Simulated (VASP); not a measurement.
A convergence study with VASP on AgI (zinc blende): one setting is varied, all else stays as given below, so the limit is that of these other settings.

```
AgI
1.0
    0.00000     3.25000     3.25000
    3.25000     0.00000     3.25000
    3.25000     3.25000     0.00000
Ag I
1 1
Direct
  0.00000   0.00000   0.00000
  0.25000   0.25000   0.25000
```

Calculation: PBE GGA, VASP's PBE PAW potentials (set 64) (plane waves; VASP 6.6.1). The tightest run used: 550 eV cut-off, 12×12×12 Monkhorst-Pack mesh, Gaussian smearing of 0.050 eV, potentials Ag I.

```tsv
setting	E (eV/atom)	pressure (GPa)	irreducible k-points
1×1×1 mesh	1.8771	33.28	1
2×2×2 mesh	-2.3774	1.84	2
3×3×3 mesh	-2.3368	2.31	4
4×4×4 mesh	-2.3857	1.70	10
5×5×5 mesh	-2.3835	1.74	10
```

Problem. These are the cheaper rows. Estimate the results at 12×12×12 mesh, and how far the last row shown lies from them.

Solution. 
```csv
quantity,tightest run,last row shown is off by
E (eV/atom),-2.3857,0.0022
pressure (GPa),1.70,0.04
```

Left out are rungs that failed or repeat a setting and relaxations that didn't move; long series are thinned to 24 rows.

The compound is AgI in the zinc blende structure, whereas wurtzite is the usual form. The cell was not relaxed at this level.
